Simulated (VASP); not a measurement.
Consider the following.

```
Al
1.0
    0.00000     1.90737     1.90737
    1.90737     0.00000     1.90737
    1.90737     1.90737     0.00000
Al
1
Direct
  0.00000   0.00000   0.00000
```

Method: PBE GGA, VASP's PBE PAW potentials (set 64) (plane waves; VASP 6.6.1). Settings: 500 eV cut-off, 16×16×16 Γ-centred mesh, first-order Methfessel-Paxton smearing of 0.10 eV, potentials Al.

Energy and stress use the plane-wave basis of the starting cell.

Task: The ions, cell shape and volume at an external pressure of 30.0 GPa are relaxed. Which structure does the run end with?

Result: 
```
Al
1.0
    0.00000     1.87206     1.87206
    1.87206     0.00000     1.87206
    1.87206     1.87206     0.00000
Al
1
Direct
  0.00000   0.00000   0.00000
```
Space group Fm-3m (225), at a tolerance of 0.03 Å.

Task: How do energy and volume change from the first to the last step?

Result: The energy (σ→0) changes by +116.5 meV/atom and the volume by -5.5 %, in 3 ionic steps.

The compound is Al in the fcc structure. This run relaxes it under an external pressure of 30 GPa. Symmetry was kept, so distortions that lower it aren't found.
